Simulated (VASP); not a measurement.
Data:

```yaml
crystal:
  lattice:
    - [0.00000, 2.13142, 2.04483]
    - [2.02161, 0.00000, 2.04483]
    - [2.02161, 2.13142, 0.00000]
  atoms:
    - { symbol: V, position: [0.00000, 0.00000, 0.00000] }
    - { symbol: N, position: [0.47649, 0.52351, 0.52351] }
```

All values below come from PBE GGA + U (Dudarev), VASP's PBE PAW potentials (set 64) (plane waves; VASP). Numerical set-up: 520 eV cut-off, 14×14×14 Γ-centred mesh, first-order Methfessel-Paxton smearing of 0.10 eV, potentials V_sv N, U − J: V 1.00 eV.

Problem. Predict the energy per atom (σ→0), pressure, band gap (on the k-mesh) with the smallest direct gap where there is one.

Solution. 
```yaml
band gap (on the k-mesh): none (metal, semimetal or under 0.01 eV)
energy per atom (σ→0): -9.074 eV/atom
pressure: 3.36 GPa
```

The compound is VN in the rock salt structure, which distorts at low temperature. The cell was not relaxed at this level, atoms are displaced from their ideal sites. The run is one of a series of settings (LDAU = .TRUE., LDAUJ = 0 0, LDAUL = 2 -1, LDAUTYPE = 2, LDAUU = 1.0 0 against the base run), some of them coarse on purpose. The run is not spin-polarised, so no magnetic state was tried.
